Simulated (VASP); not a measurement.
# RbAl4H5 (I4/mmm) in VASP: single point with PBE

Aim: the single point of RbAl4H5 with PBE.

All numbers are computed with VASP 6.6.1; they aren't measurements. Logs are shortened: lines on timing, memory, paths and dates and some standing lists are left out, and cuts for length are marked.

## Step 1: The cell of the first run

It takes space group I4/mmm (No. 139, tetragonal). The conventional cell has a = 8.173 Å, b = 8.173 Å, c = 5.202 Å, α = 90.00°, β = 90.00°, γ = 90.00°. Rb (site symmetry 4/mmm) has 2 H at 2.60 Å as nearest neighbours. Al (site symmetry 2/m) has 4 H at 2.45 Å and 2 Al at 2.60 Å as nearest neighbours. H (site symmetry m2m) has 1 H at 1.68 Å as nearest neighbours. Around H (site symmetry 4/mmm) lie 4 H at 1.68 Å.

The cell was built by a generator and needn't be a form met in nature.

## Step 2: Single point, PBE (random cell by space group and Wyckoff sites (I4/mmm, No. 139))

The input, INCAR:

```
PREC = Accurate
ENCUT = 520
EDIFF = 1E-6
ISMEAR = 0
SIGMA = 0.1
LREAL = F
LASPH = T
NELM = 100
ALGO = Fast
ISIF = 2
LWAVE = F
LCHARG = T
GGA = PE
LELF = T
LVHAR = T
NBANDS = 24
```

The input, KPOINTS:

```
Automatic mesh
0
Gamma
  10 10 10
```

The input, POSCAR:

```
RbAl4H5
1.0
   -4.0865151590      4.0865151590      2.6008181193
    4.0865151590     -4.0865151590      2.6008181193
    4.0865151590      4.0865151590     -2.6008181193
Rb Al H
1 4 5
Direct
    0.0000000000      0.0000000000      0.0000000000
    0.5000000000      0.5000000000      0.5000000000
    0.0000000000      0.0000000000      0.5000000000
    0.5000000000      0.0000000000      0.0000000000
    0.0000000000      0.5000000000      0.0000000000
    0.5000000000      0.7051594604      0.2051594604
    0.5000000000      0.2948405396      0.7948405396
    0.7051594604      0.5000000000      0.2051594604
    0.2948405396      0.5000000000      0.7948405396
    0.5000000000      0.5000000000      0.0000000000
```

Potentials or basis: VASP PAW PBE potentials, release 64 (Rb_sv, Al, H).

The run is started by

```console
$ cat potpaw_PBE.64/Rb_sv/POTCAR potpaw_PBE.64/Al/POTCAR potpaw_PBE.64/H/POTCAR > POTCAR
$ mpirun -np 1 vasp_std > vasp.out
```

OUTCAR:

```text
PREC = Accurate
   ENCUT = 520
   EDIFF = 1E-6
   ISMEAR = 0
   LREAL = F
   LASPH = T
   NELM = 100
   ISIF = 2
   GGA = PE

 ion  position               nearest neighbor table
   1  0.000  0.000  0.000-  10 2.60  10 2.60   7 3.09   9 3.09   8 3.09   8 3.09   6 3.09   7 3.09
                             9 3.09   6 3.09   5 3.17   5 3.17   4 3.17   2 3.17   3 3.17   4 3.17
   2  0.500  0.500  0.500-   3 2.60   3 2.60   1 3.17   1 3.17
   3  0.000  0.000  0.500-   2 2.60   2 2.60   1 3.17   1 3.17
   4  0.500  0.000  0.000-   5 2.60   5 2.60   1 3.17   1 3.17
   5  0.000  0.500  0.000-   4 2.60   4 2.60   1 3.17   1 3.17
   6  0.500  0.705  0.205-   1 3.09   1 3.09
   7  0.500  0.295  0.795-   1 3.09   1 3.09
   8  0.705  0.500  0.205-   1 3.09   1 3.09
   9  0.295  0.500  0.795-   1 3.09   1 3.09
  10  0.500  0.500  0.000-   1 2.60   1 2.60

  LATTYP: Found a body centered tetragonal cell.
 ALAT       =     8.1730303180
 C/A-ratio  =     0.6364391219

  Lattice vectors:

 A1 = (  -4.0865151590,   4.0865151590,   2.6008181193)
 A2 = (   4.0865151590,  -4.0865151590,   2.6008181193)
 A3 = (   4.0865151590,   4.0865151590,  -2.6008181193)

Analysis of symmetry for initial positions (statically):
=====================================================================
 Subroutine PRICEL returns:
 Original cell was already a primitive cell.

 Routine SETGRP: Setting up the symmetry group for a
 body centered tetragonal supercell.

 Subroutine GETGRP returns: Found 16 space group operations
 (whereof 16 operations were pure point group operations)
 out of a pool of 16 trial point group operations.

The static configuration has the point symmetry D_4h.

Analysis of symmetry for dynamics (positions and initial velocities):
=====================================================================
 Subroutine PRICEL returns:
 Original cell was already a primitive cell.

 Routine SETGRP: Setting up the symmetry group for a
 body centered tetragonal supercell.

 Subroutine GETGRP returns: Found 16 space group operations
 (whereof 16 operations were pure point group operations)
 out of a pool of 16 trial point group operations.

The dynamic configuration has the point symmetry D_4h.

 Subroutine INISYM returns: Found 16 space group operations
 (whereof 16 operations are pure point group operations),
 and found     1 'primitive' translations

----------------------------------------------------------------------------------------

                                     Primitive cell

  volume of cell :     173.7306

  direct lattice vectors                    reciprocal lattice vectors
    -4.086515159  4.086515159  2.600818119     0.000000000  0.122353639  0.192247200
     4.086515159 -4.086515159  2.600818119     0.122353639  0.000000000  0.192247200
     4.086515159  4.086515159 -2.600818119     0.122353639  0.122353639  0.000000000

  length of vectors
     6.337465359  6.337465359  6.337465359     0.227880229  0.227880229  0.173034175

  position of ions in fractional coordinates (direct lattice)
     0.000000000  0.000000000  0.000000000
     0.500000000  0.500000000  0.500000000
     1.000000000  1.000000000  0.500000000
     0.500000000  0.000000000  0.000000000
     0.000000000  0.500000000  0.000000000
     0.500000000  0.705159460  0.205159460
     0.500000000  0.294840540  0.794840540
     0.705159460  0.500000000  0.205159460
     0.294840540  0.500000000  0.794840540
     0.500000000  0.500000000  0.000000000

  ion indices of the primitive-cell ions
   primitive index   ion index
                 1           1
                 2           2
                 3           3
                 4           4
                 5           5
                 6           6
                 7           7
                 8           8
                 9           9
                10          10

----------------------------------------------------------------------------------------

 KPOINTS: Automatic mesh

Automatic generation of k-mesh.
 Grid dimensions read from file:
 generate k-points for:   10   10   10

 Generating k-lattice:

  Cartesian coordinates                     Fractional coordinates (reciprocal lattice)
     0.000000000  0.012235364  0.019224720     0.100000000  0.000000000 -0.000000000
     0.012235364  0.000000000  0.019224720     0.000000000  0.100000000 -0.000000000
     0.012235364  0.012235364  0.000000000     0.000000000  0.000000000  0.100000000

  Length of vectors
     0.022788023  0.022788023  0.017303418

  Shift w.r.t. Gamma in fractional coordinates (k-lattice)
     0.000000000  0.000000000  0.000000000

 Subroutine IBZKPT returns following result:
 ===========================================

 Found    102 irreducible k-points:

 Following reciprocal coordinates:
            Coordinates               Weight
  0.000000  0.000000  0.000000      1.000000
  0.100000 -0.000000  0.000000      8.000000
  0.200000 -0.000000  0.000000      8.000000
  0.300000  0.000000  0.000000      8.000000
  0.400000 -0.000000  0.000000      8.000000
  0.500000  0.000000  0.000000      4.000000
[... 16 lines left out ...]
  0.300000  0.300000 -0.000000      8.000000
  0.400000  0.300000  0.000000     16.000000
 [... further k-points ...]
   k-points           NKPTS =    102   k-points in BZ     NKDIM =    102   number of bands    NBANDS=     24
   number of dos      NEDOS =    301   number of ions     NIONS =     10
   total plane-waves  NPLWV = 110592
   dimension x,y,z NGX =    48 NGY =   48 NGZ =   48
   dimension x,y,z NGXF=    96 NGYF=   96 NGZF=   96
   ions per type =               1   4   5
   NGX,Y,Z   is equivalent  to a cutoff of  12.59, 12.59, 12.59 a.u.
   NGXF,Y,Z  is equivalent  to a cutoff of  25.18, 25.18, 25.18 a.u.
 SYSTEM =  unknown system
   PREC   = accura    normal or accurate (medium, high low for compatibility)
   ISTART =      0    job   : 0-new  1-cont  2-samecut
   ICHARG =      2    charge: 1-file 2-atom 10-const
   ISPIN  =      1    spin polarized calculation?
   LNONCOLLINEAR =      F non collinear calculations
   LSORBIT =      F    spin-orbit coupling
   LASPH  =      T    aspherical Exc in radial PAW
   ENCUT  =  520.0 eV  38.22 Ry    6.18 a.u.  11.78 11.78 11.78*2*pi/ulx,y,z
   NELM   =    100;   NELMIN=  2; NELMDL= -5     # of ELM steps
   EDIFF  = 0.1E-05   stopping-criterion for ELM
   LREAL  =      F    real-space projection
   EDIFFG = 0.1E-04   stopping-criterion for IOM
   NSW    =      0    number of steps for IOM
   IBRION =     -1    ionic relax: 0-MD 1-quasi-New 2-CG
   NFREE  =      0    steps in history (QN), initial steepest desc. (CG)
   ISIF   =      2    stress and relaxation
   ISYM   =      2    0-nonsym 1-usesym 2-fastsym
   POTIM  = 0.5000    time-step for ionic-motion
   TEBEG  =    0.0;   TEEND  =   0.0 temperature during run
   PSTRESS=    0.0 pullay stress
   NELECT =      26.0000    total number of electrons
   NUPDOWN=      -1.0000    fix difference up-down
   EMIN   =  10.00;   EMAX   =-10.00  energy-range for DOS
   EFERMI =   0.00;   METHOD = LEGACY
   ISMEAR =     0;   SIGMA  =   0.10  broadening in eV -4-tet -1-fermi 0-gaus
   EFERMI_NEDOS =   21; number of points for ismear=-14 and -15
   IALGO  =     68    algorithm
   IMIX   =      4    mixing-type and parameters
     AMIX     =   0.40;   BMIX     =  1.00
     AMIX_MAG =   1.60;   BMIX_MAG =  1.00
  volume/ion in A,a.u.               =      17.37       117.24
  Fermi-wavevector in a.u.,A,eV,Ry     =   0.869175  1.642503 10.278727  0.755465
  Thomas-Fermi vector in A             =   1.987959
   LORBIT       =      0    0 simple, 1 ext, 2 COOP (PROOUT), +10 PAW based schemes
   GGA     = PE    functional components
   LHFCALC =     F    Hartree Fock is set to
   AEXX    =    0.0000 exact exchange contribution
   IVDW    =     0    specifies the selected vdW correction
   LEPSILON=     F    determine dielectric tensor
   LRPA    =     F    only Hartree local field effects (RPA)
 non-spin polarized calculation
 RMM-DIIS sequential band-by-band and
 Gauss-broadening in eV      SIGMA  =   0.10
  energy-cutoff  :      520.00
  volume of cell :      173.73
 maximum number of plane-waves:      4703
   NGX = 23   NGY = 23   NGZ = 23

 number of electron      26.0000001 magnetization

 Free energy of the ion-electron system (eV)
  ---------------------------------------------------
  ext. energy  EPLUGINS =         0.00000000
  ---------------------------------------------------
  free energy    TOTEN  =       -24.58971858 eV

  energy without entropy =      -24.56767896  energy(sigma->0) =      -24.57869877

 E-fermi :   2.7378     XC(G=0):  -8.1075

 val. band max:        2.7312606843   @ k =   0.3000   0.2000   0.0000
 cond. band min:       2.7418844367   @ k =  -0.3000   0.3000   0.0000
 fundamental gap:      0.0106237524
 Fermi energy:         2.7378451925

 k-point     1 :       0.0000    0.0000    0.0000
  band No.  band energies     occupation
      1     -24.6940      2.00000
      2      -9.1450      2.00000
      3      -9.1450      2.00000
      4      -8.9668      2.00000
      5      -6.1418      2.00000
      6      -3.3504      2.00000
[... 16 lines left out ...]
     23       7.5047      0.00000
     24       7.6446      0.00000

 k-point     2 :       0.1000   -0.0000    0.0000
  band No.  band energies     occupation
      1     -24.6937      2.00000
      2      -9.1467      2.00000
      3      -9.1460      2.00000
      4      -8.9993      2.00000
      5      -6.0416      2.00000
      6      -3.3535      2.00000
[... 16 lines left out ...]
     23       7.3161      0.00000
     24       7.3689      0.00000

 k-point     3 :       0.2000   -0.0000    0.0000
  band No.  band energies     occupation
      1     -24.6930      2.00000
      2      -9.1536      2.00000
      3      -9.1488      2.00000
      4      -9.0755      2.00000
      5      -5.7644      2.00000
      6      -3.3718      2.00000
[... 16 lines left out ...]
     23       7.0055      0.00000
     24       7.3315      0.00000

 k-point     4 :       0.3000    0.0000    0.0000
  band No.  band energies     occupation
      1     -24.6920      2.00000
      2      -9.1891      2.00000
      3      -9.1519      2.00000
      4      -9.1325      2.00000
      5      -5.3658      2.00000
      6      -3.4133      2.00000
[... 16 lines left out ...]
     23       7.4112      0.00000
     24       7.4707      0.00000

 k-point     5 :       0.4000   -0.0000    0.0000
  band No.  band energies     occupation
      1     -24.6913      2.00000
      2      -9.2472      2.00000
      3      -9.1542      2.00000
      4      -9.1428      2.00000
      5      -4.9266      2.00000
      6      -3.5494      2.00000
[... 451 lines left out ...]
 k-point    22 :      -0.2000    0.2000    0.0000
  band No.  band energies     occupation
      1     -24.6939      2.00000
      2      -9.1810      2.00000
      3      -9.1437      2.00000
      4      -8.9694      2.00000
      5      -5.9826      2.00000
      6      -3.7129      2.00000
[... 16 lines left out ...]
     23       7.0804      0.00000
     24       7.2857      0.00000

 k-point    23 :       0.3000    0.3000   -0.0000
  band No.  band energies     occupation
      1     -24.6912      2.00000
      2      -9.2402      2.00000
      3      -9.1754      2.00000
      4      -9.1474      2.00000
      5      -4.6846      2.00000
      6      -3.7934      2.00000
[... 16 lines left out ...]
     23       7.8092      0.00000
     24       7.9405      0.00000

 k-point    24 :       0.4000    0.3000    0.0000
  band No.  band energies     occupation
      1     -24.6918      2.00000
      2      -9.1997      2.00000
      3      -9.1778      2.00000
      4      -9.1384      2.00000
      5      -4.9723      2.00000
      6      -4.0144      2.00000
[... 16 lines left out ...]
     23       8.1646      0.00000
     24       8.3994      0.00000

 [... further k-points ...]

------------------------ aborting loop because EDIFF is reached ----------------------------------------

  FORCE on cell =-STRESS in cart. coord.  units (eV):
  Direction    XX          YY          ZZ          XY          YZ          ZX
  --------------------------------------------------------------------------------------
  -------------------------------------------------------------------------------------
  Total       -0.0560825     -0.0560825     -0.0424839      0.0000000      0.0000000     -0.0000000
  in kB       -0.5172034     -0.5172034     -0.3917951      0.0000000      0.0000000     -0.0000000
  external PRESSURE =      -0.4754006 kB  Pullay stress =       0.0000000 kB

 VOLUME and BASIS-vectors are now :
 -----------------------------------------------------------------------------
  energy-cutoff  :      520.00
  volume of cell :      173.73
      direct lattice vectors                 reciprocal lattice vectors
    -4.086515159  4.086515159  2.600818119     0.000000000  0.122353639  0.192247200
     4.086515159 -4.086515159  2.600818119     0.122353639  0.000000000  0.192247200
     4.086515159  4.086515159 -2.600818119     0.122353639  0.122353639  0.000000000

 POSITION                                       TOTAL-FORCE (eV/Angst)
 -----------------------------------------------------------------------------------
      0.00000      0.00000      0.00000        -0.000000     -0.000000      0.000000
      2.04326      2.04326      1.30041        -0.000000     -0.000000      0.000000
      2.04326      2.04326     -1.30041         0.000000     -0.000000      0.000000
     -2.04326      2.04326      1.30041        -0.000000     -0.000000     -0.000000
      2.04326     -2.04326      1.30041        -0.000000     -0.000000      0.000000
      1.67677     -0.00000      2.60082        -0.001875     -0.000000      0.000000
      2.40974      4.08652      0.00000         0.001875     -0.000000     -0.000000
     -0.00000      1.67677      2.60082        -0.000000     -0.001875      0.000000
      4.08652      2.40974      0.00000        -0.000000      0.001875     -0.000000
      0.00000      0.00000      2.60082         0.000000     -0.000000     -0.000000
 -----------------------------------------------------------------------------------
    total drift:                                0.000000      0.000000      0.000000

  FREE ENERGIE OF THE ION-ELECTRON SYSTEM (eV)
  ---------------------------------------------------
  free  energy   TOTEN  =       -24.5897185776 eV

  energy  without entropy=      -24.5676789594  energy(sigma->0) =      -24.57869877
```

Run time: 6.7 min. Hardware: 1 thread of AMD EPYC 9R45 (Zen 5), shared host; peak memory 0.55 GiB.

Results:

| Property | Result |
| --- | --- |
| Free energy | -24.5897 eV |
| Pressure | 0.0 GPa |
| Band gap on the k mesh | none (metal or under the smearing width) |
